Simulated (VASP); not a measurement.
Method: PBE GGA with spin-orbit coupling, VASP's PBE PAW potentials (set 64) (plane waves; VASP 6.6.1).

VASP ran on this input.

### INCAR
```
! general
SYSTEM    =SrCl2
PREC      =Accurate
ENCUT     =400   ! plane-wave cut-off (eV)
LREAL     =.False.   ! projection in real space or not
LASPH     =.True.

! electronic loop
EDIFF     =1E-6
NELM      =100   ! most electronic steps
ALGO      =Normal
LMAXMIX   =4

! smearing
ISMEAR    =0   ! Gaussian
SIGMA     =0.05

! functional
GGA       =PE   ! PBE
GGA_COMPAT=.False.

! spin
MAGMOM    =0 0 0 0 0 0 0 0 0
LSORBIT   =.True.

! ions
ISIF      =2   ! forces and stress, cell fixed

! output
LWAVE     =.False.
LCHARG    =.False.
```

File KPOINTS:
```
Automatic
0
G
4 4 4
0 0 0
```

POSCAR:
```
SrCl2
1
    0.0000000000     3.5598000000     3.5598000000
    3.5598000000     0.0000000000     3.5598000000
    3.5598000000     3.5598000000     0.0000000000
Sr Cl
1 2
Direct
  0.0000000000   0.0000000000   0.0000000000
  0.2500000000   0.2500000000   0.2500000000
  0.7500000000   0.7500000000   0.7500000000
```

POTCAR, in this order: Sr_sv Cl (PBE.64 set). Program: vasp_ncl.

The run wrote:

File OSZICAR:
```
       N       E                     dE             d eps       ncg     rms          rms(c)
DAV:   1     0.147097487138E+03    0.14710E+03   -0.96473E+03   512   0.109E+03
DAV:   2    -0.655462232063E+00   -0.14775E+03   -0.14085E+03   704   0.251E+02
DAV:   3    -0.128038330906E+02   -0.12148E+02   -0.12100E+02   768   0.691E+01
DAV:   4    -0.131651440119E+02   -0.36131E+00   -0.36085E+00   752   0.118E+01
DAV:   5    -0.131768047643E+02   -0.11661E-01   -0.11659E-01   728   0.157E+00    0.184E+01
DAV:   6    -0.128506033226E+02    0.32620E+00   -0.78893E-01   624   0.537E+00    0.117E+01
DAV:   7    -0.128422115571E+02    0.83918E-02   -0.20962E-01   728   0.278E+00    0.725E+00
DAV:   8    -0.128660316401E+02   -0.23820E-01   -0.66309E-02   712   0.186E+00    0.811E-01
DAV:   9    -0.128679624509E+02   -0.19308E-02   -0.19145E-02   656   0.785E-01    0.226E-01
DAV:  10    -0.128698804310E+02   -0.19180E-02   -0.14115E-03   616   0.246E-01    0.135E-01
DAV:  11    -0.128704518065E+02   -0.57138E-03   -0.29746E-04   600   0.107E-01    0.525E-02
DAV:  12    -0.128705197771E+02   -0.67971E-04   -0.26857E-05   688   0.277E-02    0.295E-02
DAV:  13    -0.128705674312E+02   -0.47654E-04   -0.40218E-05   624   0.383E-02    0.917E-03
DAV:  14    -0.128705688990E+02   -0.14679E-05   -0.17535E-06   504   0.775E-03    0.195E-03
DAV:  15    -0.128705690510E+02   -0.15198E-06   -0.23238E-07   408   0.349E-03
   1 F= -.12870569E+02 E0= -.12870569E+02  d E =-.171575E-22  mag=    -0.0000    -0.0000     0.0000
```

**OUTCAR**
```
------------------------ aborting loop because EDIFF is reached ----------------------------------------
  FORCE on cell =-STRESS in cart. coord.  units (eV):
  Direction    XX          YY          ZZ          XY          YZ          ZX
  --------------------------------------------------------------------------------------
  Total       -0.5622939     -0.5622939     -0.5622939      0.0000000     -0.0000000      0.0000000
  in kB       -9.9854391     -9.9854391     -9.9854391      0.0000000     -0.0000000      0.0000000
  external PRESSURE =      -9.9854391 kB  Pullay stress =       0.0000000 kB
  volume of cell :       90.22
      direct lattice vectors                 reciprocal lattice vectors
     0.000000000  3.559800000  3.559800000    -0.140457329  0.140457329  0.140457329
     3.559800000  0.000000000  3.559800000     0.140457329 -0.140457329  0.140457329
     3.559800000  3.559800000  0.000000000     0.140457329  0.140457329 -0.140457329
 POSITION                                       TOTAL-FORCE (eV/Angst)
 -----------------------------------------------------------------------------------
      0.00000      0.00000      0.00000         0.000000     -0.000000      0.000000
      1.77990      1.77990      1.77990         0.000000      0.000000      0.000000
      5.33970      5.33970      5.33970        -0.000000     -0.000000     -0.000000
 -----------------------------------------------------------------------------------
    total drift:                                0.000000      0.000000      0.000000
  FREE ENERGIE OF THE ION-ELECTRON SYSTEM (eV)
  ---------------------------------------------------
  free  energy   TOTEN  =       -12.8705690510 eV

  energy  without entropy=      -12.8705690510  energy(sigma->0) =      -12.87056905

 Ion:    1  E_soc:     -0.1737275

 Ion:    2  E_soc:     -0.0029472

 Ion:    3  E_soc:     -0.0029472
```
(Selected blocks of OUTCAR.)

**OUTCAR**
```
 val. band max:       -0.2290187447   @ k =   0.5000   0.5000   0.0000

 cond. band min:       4.8711358294   @ k =   0.0000   0.0000   0.0000


 Fermi energy:         0.1093273654

 k-point     1 :       0.0000    0.0000    0.0000
  band No.  band energies     occupation
      1     -33.3216      1.00000
      2     -33.3216      1.00000
      3     -16.0527      1.00000
      4     -16.0527      1.00000
      5     -14.9252      1.00000
      6     -14.9252      1.00000
      7     -14.9252      1.00000
      8     -14.9252      1.00000
      9     -13.3577      1.00000
     10     -13.3577      1.00000
     11     -12.6252      1.00000
     12     -12.6252      1.00000
     13      -2.2172      1.00000
     14      -2.2172      1.00000
     15      -2.1233      1.00000
     16      -2.1233      1.00000
     17      -2.1233      1.00000
     18      -2.1233      1.00000
     19      -0.6378      1.00000
     20      -0.6378      1.00000
     21      -0.4974      1.00000
     22      -0.4974      1.00000
     23      -0.4974      1.00000
     24      -0.4974      1.00000
     25       4.8711      0.00000
     26       4.8711      0.00000
     27       5.8726      0.00000
     28       5.8726      0.00000
     29       5.8726      0.00000
     30       5.8726      0.00000
     31       8.6002      0.00000
     32       8.6002      0.00000

 k-point     2 :       0.2500    0.0000    0.0000
  band No.  band energies     occupation
      1     -33.3205      1.00000
      2     -33.3205      1.00000
      3     -16.0804      1.00000
      4     -16.0804      1.00000
      5     -15.0134      1.00000
      6     -15.0134      1.00000
      7     -14.9307      1.00000
      8     -14.9307      1.00000
      9     -13.1414      1.00000
     10     -13.1414      1.00000
     11     -12.7157      1.00000
     12     -12.7157      1.00000
     13      -2.0018      1.00000
     14      -2.0018      1.00000
     15      -1.9246      1.00000
     16      -1.9246      1.00000
...
```

The compound is SrCl2 in the fluorite structure. The cell was not relaxed at this level.
